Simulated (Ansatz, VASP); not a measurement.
# Cross-check of HfC between VASP and Ansatz, part 2 of 2

One calculation is typed for both programs; each brings its own data sets. How far apart do they land? The cell is taken from a series of runs on this material, whose earlier steps may have relaxed, scaled, displaced or heated it; both programs get it as it stands.

VASP 6.6.1 and Ansatz 0.2.0.

So far: Starting point; VASP: zone-centre phonons, PBEsol.

**3. Ansatz: zone-centre phonons, PBEsol**

Level of this step: Ansatz beside VASP: Kohn-Sham DFT, plane waves, PBEsol (Ansatz).

Ansatz runs on its PAW soft_1 files.

The same cell, functional, mesh and smearing now go to Ansatz, which takes its cutoff from its data sets.

input.yaml reads:

```yaml
crystal:
  lattice:
    - [0.0, 2.3113069913, 2.2575084691]
    - [2.3113069913, 0.0, 2.2575084691]
    - [2.3113069913, 2.3113069913, 0.0]
  atoms:
    - { symbol: C, position: [0.0, 0.0, 0.0] }
    - { symbol: Hf, position: [0.5, 0.5, 0.5] }
kpoints:
  mp_grid: { grid: [16, 16, 16] }
hamiltonian:
  xc: pbesol
  pseudopotentials: { kind: paw, azcp: { folder: soft_1 }, xc_functional: pbe }
scf:
  occupations: { method: methfessel_paxton, width: 0.2 }
output:
  eigenvalues: true
phonons:
  method: dfpt
```

Command:

```
ansatz run input.yaml --threads 4 --pin off --max-ram 10240MiB --backend cpu --events-out ev --progress --plain --runs-dir out
```

Numbers of over 12 decimals in the logs are rounded to 6 here.

The program printed:

```text
zone centre: on kpoints.mp_grid the ground state, and the responses unless they are solved on pairs of k-points, stand on 621 of the mesh's 4096 k-points, reduced under 8 symmetry operations, with k and −k counted as one. Each operation leaves every solved displacement unchanged or reverses it
Engine: ansatz 0.2.0, aarch64-unknown-linux-gnu
Pseudopotentials: kind: paw
Pseudopotential: C, paw, valence charge 4, recommended cutoff 420 eV (normal), soft_1/C.paw.azcp
Pseudopotential: Hf, paw, valence charge 26, recommended cutoff 420 eV (normal), soft_1/Hf.paw.azcp
Functional definition: PBEsol
  exchange = pbesol_x
  correlation = pbesol_c
Crystal: 2 atoms, lattice volume = 24.120 Å³
Basis set: ecut = 420 eV, 499 PW (Γ), exchange–correlation on 48×48×48 points (8 copies of the dense FFT grid, shifted against one another)
Bands: 19, of which v1, the nominal top of the filled ones, is band 15 counted from 1 (14 counted from 0)
Symmetry: 16 space group operations
k-points: 621 of 4096 (irreducible under 8 space group operations)
Non-local potential: C, projectors of the file, l = 0: 2, l = 1: 2, l = 2: 1
Non-local potential: Hf, projectors of the file, l = 0: 3, l = 1: 2, l = 2: 2, l = 3: 3
PAW form: soft (Blöchl's): semilocal exchange-correlation on the pseudo side does not see the compensation charge
PAW frozen core: C, regenerated for the run's functional, and the local potential with it (the file was generated under x = pbe(κ = 0.804, μ = 0.219515), c = pbe(β = 0.066725))
PAW frozen core: Hf, regenerated for the run's functional, and the local potential with it (the file was generated under x = pbe(κ = 0.804, μ = 0.219515), c = pbe(β = 0.066725))
PAW one-centre angular grid: C, 110 points (default); XC on 64 Gauss nodes
PAW one-centre angular grid: Hf, 590 points (default); XC on 64 Gauss nodes
Initial density: superposition of atomic densities (chi_scale 0.1, normalization cell, long waves kept (reshape's long-wave potential 0.00 eV rms))
Initial wavefunctions: pseudopotential atomic-orbital guess
Functional: x = pbesol(κ = 0.804, μ = 0.123457), c = pbesol(β = 0.046)
SCF iter   1: F=—  HF=-15848.054219 eV  |F-HF|=—  |Δ(HF+E_count)|=         —  Δρ=8.82e-2  dr2=2.51e0  ethr=3.10e-3  ⟨swp⟩=4.8  Hψ=51808  notcnv=0  defer=1
preconditioner: auto → Kerker (q_TF=auto, 2.829 Å⁻¹)  [metal: Δε(μ)=0.006 eV  Ē_g=17.682 eV  σ=0.200 eV  W_gap=0.03  n_scr=14 (ndim 8)  ℏωp=40.0 eV  f_vac=0.000  D(μ)=0.20/eV (n_scr^D=0)]
SCF iter   2: F=—  HF=-15847.530427 eV  |F-HF|=—  |Δ(HF+E_count)|=   5.24e-1  S|Δr|=    0.00e0  Δρ=3.39e-2  dr2=2.78e-1  ethr=3.10e-3  ⟨swp⟩=2.5  Hψ=22054  notcnv=0  defer=3
SCF iter   3: F=—  HF=-15847.473443 eV  |F-HF|=—  |Δ(HF+E_count)|=   5.70e-2  S|Δr|=    0.00e0  Δρ=1.42e-2  dr2=2.99e-2  ethr=9.25e-4  ⟨swp⟩=2.0  Hψ=21346  notcnv=0
SCF iter   4: F=—  HF=-15847.465531 eV  |F-HF|=—  |Δ(HF+E_count)|=   7.91e-3  S|Δr|=    0.00e0  Δρ=8.28e-3  dr2=7.80e-3  ethr=9.95e-5  ⟨swp⟩=2.1  Hψ=21157  notcnv=0
SCF iter   5: F=—  HF=-15847.465669 eV  |F-HF|=—  |Δ(HF+E_count)|=   1.38e-4  S|Δr|=    0.00e0  Δρ=1.46e-3  dr2=2.81e-4  ethr=2.60e-5  ⟨swp⟩=2.2  Hψ=19585  notcnv=0
SCF iter   6: F=—  HF=-15847.465618 eV  |F-HF|=—  |Δ(HF+E_count)|=   5.06e-5  S|Δr|=    0.00e0  Δρ=2.51e-4  dr2=1.52e-5  ethr=9.38e-7  ⟨swp⟩=2.6  Hψ=21179  notcnv=0
SCF iter   7: F=—  HF=-15847.465624 eV  |F-HF|=—  |Δ(HF+E_count)|=   5.91e-6  S|Δr|=    0.00e0  Δρ=7.02e-5  dr2=8.76e-7  ethr=5.08e-8  ⟨swp⟩=2.4  Hψ=21759  notcnv=0
SCF iter   8: F=—  HF=-15847.465623 eV  |F-HF|=—  |Δ(HF+E_count)|=   8.72e-7  S|Δr|=    0.00e0  Δρ=1.34e-5  dr2=2.37e-8  ethr=2.92e-9  ⟨swp⟩=2.9  Hψ=23501  notcnv=0
SCF iter   9: F=—  HF=-15847.465623 eV  |F-HF|=—  |Δ(HF+E_count)|=   2.76e-8  S|Δr|=    0.00e0  Δρ=2.73e-6  dr2=1.57e-9  ethr=7.90e-11  ⟨swp⟩=2.7  Hψ=22156  notcnv=0
SCF iter  10: F=—  HF=-15847.465623 eV  |F-HF|=—  |Δ(HF+E_count)|=  7.33e-10  S|Δr|=    0.00e0  Δρ=2.93e-7  dr2=1.49e-11  ethr=5.23e-12  ⟨swp⟩=2.4  Hψ=21172  notcnv=0
SCF iter  11: F=-15847.465623 eV  HF=-15847.465623 eV  |F-HF|=3.64e-12  |Δ(HF+E_count)|=  5.46e-11  S|Δr|=    0.00e0  Δρ=5.68e-8  dr2=3.87e-13  ethr=1.00e-12  ⟨swp⟩=4.2  Hψ=102263  notcnv=0
SCF 1 converged in 11 iterations: F = -15847.465623 eV  dr2 = 3.87e-13
  Residual-converged pass: ⟨swp⟩=1.1  Hψ=14632  notcnv=0  max |occ|·‖R‖ = 7.1e-9 eV (tolerance 1.0e-8 eV)  dr2=3.87e-13  dr2_onsite=8.20e-14  max |Δocc| = 6.2e-13
  greatest PAW one-centre occupation: 0.998 electrons in one spin orbital (limit 2), on the Hf atom at site 1 (counted from 0), in its partial waves of l = 0
DFPT response loops at Γ: preconditioner auto → Kerker (q_TF=auto, 2.829 Å⁻¹) (partly filled bands, converged f_vac=0.000); β = 1.00, the filter's whole step (`scf.mixing.beta` (0.50) is not read by the response loops under this deck's `scf.mixing.preconditioner`; to damp them name `kerker` or `kerker_dos`, under which they read `scf.mixing.beta`, and type it under 1.00, their step now; both keys bind the ground state too); Broyden in place of MSR1
SCF converged after 11 iterations
Stability not checked: this state was not tested for a lower state beside it, because cold or Methfessel-Paxton smearing, or corrected tetrahedra, fill the levels in a way that the test cannot read (fill_not_monotonic; see scf.lower_state_search)
Free energy (F): -15847.465623 eV
Harris-Foulkes:  -15847.465623 eV  (|F-HF|=3.64e-12)
Internal energy: -15847.465363 eV  (E = F + TS)
E sigma→0 (E₀):  -15847.465558 eV
Entropy (-TS):   -0.000260 eV (-0.130 meV/atom)
Fermi energy:    19.278109 eV
--- Per-component energies (eV) ---
  E_band       = 90.095028
  E_kinetic    = 496.101994
  E_local      = -6117.304899  (includes V_loc(G=0)·N_el)
  E_nonlocal   = 91.450434
  E_hartree    = 3003.762318
  E_xc         = -312.836456
  E_vxc        = -314.523255  (∫ρ·V_xc dr)
  E_paw        = -7673.932133  (= ΣΔE_a)
  E_vpaw       = -73.153938  (= ΣTr[D̂ρ^β])
  E_aug_tail   = 0.000104  (compensation charges beyond the density's cutoff)
  E_ewald      = -5335.978882
  E_core_change = 1.272157  (= ΣΔE_core)
  E_smearing   = -0.000260  (= −TS)
  E_closure    = 0.000000  (closes the sum)
  Σ components = -15847.465623   (vs F -15847.465623, Δ=0.00e0)
--- Band table (eV; the first three rows and the last of 621) ---
  k-point 0: bands = [... 11 lower, 8.5059, 20.3325, 20.3325, 20.4766, 20.5086, 20.5086, 20.7721, 22.5639]
  k-point 1: bands = [... 11 lower, 8.5049, 19.5349, 19.7342, 19.8713, 20.7873, 20.9049, 21.2024, 23.0984]
  k-point 2: bands = [... 11 lower, 8.5047, 18.4524, 18.8871, 19.0195, 21.1491, 21.2454, 21.6423, 24.2157]
  k-point 620: bands = [... 11 lower, 8.7075, 16.8907, 17.2371, 19.1668, 19.1668, 24.7877, 26.2819, 26.2819]
--- Phonons (Γ-DFPT): 4 representative perturbations + reference, on 621 of 4096 k-points (Σ response iterations 12) ---
  k mesh reduced under 8 symmetry operations, with k and −k counted as one. Each operation leaves every solved displacement unchanged or reverses it
  ASR residual: 2.227e-5 → 0.000e0 eV/Å²; symmetrization residual: 1.180e-6 eV/Å²
  ASR residual per site (eV/Å²): 1.51e-5 2.23e-5
  Γ frequencies (cm⁻¹): 0.00 0.00 0.00 440.19 440.19 515.22
  non-analytic LO–TO correction: not included (Born effective charges unavailable; polar crystals: no LO–TO splitting at Γ)
```

In the SCF lines HF is the Harris–Foulkes energy and dr2 the Hartree energy of the density residual, in eV; the loop may stop once dr2 is under the threshold and the program's other checks hold. Hψ counts applications of the Hamiltonian.

**4. Side by side**

Known differences besides the potentials themselves: the data sets hold 30 valence electrons in Ansatz (on its PAW soft_1 files) and 14 in VASP; the cutoff is 420 eV in Ansatz and 600 eV in VASP; Ansatz makes its cores anew for this functional, VASP keeps those of its PBE data sets. Total energies have different zeros and are not compared.

The two programs side by side:

| quantity | Ansatz | VASP | difference |
| --- | --- | --- | --- |
| optical mode 1 to 2 (cm⁻¹) | 440.2 | 437.4 | +0.64 % |
| optical mode 3 (cm⁻¹) | 515.2 | 514.5 | +0.14 % |

Modes are paired by rising frequency, not by their patterns, so a pair may set unlike modes beside each other; they are those without the splitting of longitudinal modes.

**5. Results**

| Property | Result |
| --- | --- |
| r.m.s. difference of the optical zone-centre modes, each program's sorted by frequency (zone-centre phonons, PBEsol) | 2.3 cm⁻¹ |
| difference in optical mode 1 to 2 (zone-centre phonons, PBEsol) | +0.6 % |

The r.m.s. difference of the optical zone-centre modes, each program's sorted by frequency is 2.3 cm⁻¹ (zone-centre phonons, PBEsol). The data sets hold unlike numbers of valence electrons (30 in Ansatz and 14 in VASP), so part of the differences may come from the potentials. Among the rows given in per cent, the largest difference of the zone-centre phonons, PBEsol pair is in optical mode 1 to 2, +0.6 %. How closely two codes agree says nothing of how well the functional describes the real material.

[Lines on the potential files, build, host, timing and source positions are cut from VASP's logs without a mark.]

[Logs are printed without paths, hosts, clocks, repeated set-up lines and the standing remarks that a program may print on its own settings, such as how far it seeks lower states.]

[Hosts, paths, dates, database ids (printed as entryN), source tags and the programs' standing remarks are cut or masked in the printed files.]
